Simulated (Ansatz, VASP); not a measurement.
## RbZnBr3: VASP beside Ansatz

```xyz
5
Lattice="5.1922 0.0000 0.0000 0.0000 5.1922 0.0000 0.0000 0.0000 5.1922" Properties=species:S:1:pos:R:3 pbc="T T T"
Rb    0.0000    0.0000    0.0000
Zn    2.5961    2.5961    2.5961
Br    2.5961    2.5961    0.0000
Br    2.5961    0.0000    2.5961
Br    0.0000    2.5961    2.5961
```

The cell comes from a database or a generator and needn't be the stable form of this composition.

Alike in both runs: task single point; functional PBEsol; k mesh 4 × 4 × 4; occupations gaussian, width 0.05 eV; no spin polarisation.

|  | VASP | Ansatz |
| --- | --- | --- |
| version | VASP 6.6.1 | Ansatz 0.2.0 |
| potentials or method | VASP PAW PBE potentials, release 64 (Rb_sv, Zn, Br) | scalar-relativistic, plane waves, PAW |
| plane-wave cutoff (eV) | 520 | 420 |
| valence electrons in the cell | 42 | 42 |

Ansatz gave:

| Quantity | Value |
| --- | --- |
| gap on the k mesh at the Fermi level (eV) | 0.16 |
| least direct gap on the mesh (eV) | 0.66 |
| pressure (GPa) | 0.1 |

**Question.** Estimate VASP's values.

**Answer.** gap on the k mesh at the Fermi level (eV): 0.15; least direct gap on the mesh (eV): 0.65; pressure (GPa): 0.2.

With one functional, cell and mesh, what is left measures potentials, basis and numerics.

Caveats: the PAW data sets were made with another functional, which shifts forces and pressure a little (VASP). A k mesh can miss the band edges. PBEsol gaps usually lie below the measured ones, often by a third to a half.
